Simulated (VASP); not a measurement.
Input:

```xyz
3
Lattice="1.5450 -2.6760 0.0000 1.5450 2.6760 0.0000 0.0000 0.0000 3.5200" Properties=species:S:1:pos:R:3 pbc="T T T"
Mg     0.0000     0.0000     0.0000
B      1.5450     0.8920     1.7600
B      1.5450    -0.8920     1.7600
```

Calculation: PBEsol GGA, VASP's PBE PAW potentials (set 64) (plane waves; VASP). Numerical set-up: 400 eV cut-off, 8×8×6 Γ-centred mesh, Fermi-Dirac smearing of 0.10 eV, potentials Mg B.

At this cut-off the stress carries a Pulay error, which pulls relaxed volumes low.

### Question
Give the stress tensor in GPa (positive for a compressed cell).

### Answer

```
-3.56   0.00   0.00
 0.00  -3.56   0.00
 0.00   0.00  -3.15
```
The pressure is its mean diagonal, -3.42 GPa.

The structure is a typed MgB2 crystal (P6/mmm). The cell was not relaxed at this level.
